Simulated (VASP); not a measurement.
Consider the following.

```
CELL_PARAMETERS angstrom
      0.00000     3.71230     3.80168
      1.68466     0.00000     3.80168
      1.68466     3.71230     0.00000
ATOMIC_POSITIONS crystal
  H  0.00000 0.00000 0.00000
  Br 0.50000 0.50000 0.50000
```

The numbers are results of HSE06 screened hybrid, VASP's PBE PAW potentials (set 64) (plane waves; VASP), not measurements. Settings: 400 eV cut-off, 8×8×8 Γ-centred mesh, Gaussian smearing of 0.050 eV, potentials H Br.

Question: Give the stress tensor in GPa (positive for a compressed cell).

Answer: 
```
-2.39   0.00   0.00
 0.00   0.53   0.00
 0.00   0.00   0.33
```
The pressure is its mean diagonal, -0.51 GPa.

The structure comes from a measured HBr entry (Fmmm) of the Crystallography Open Database, whose conditions weren't checked. It was relaxed first. The cell's shape comes from a PBE relaxation.
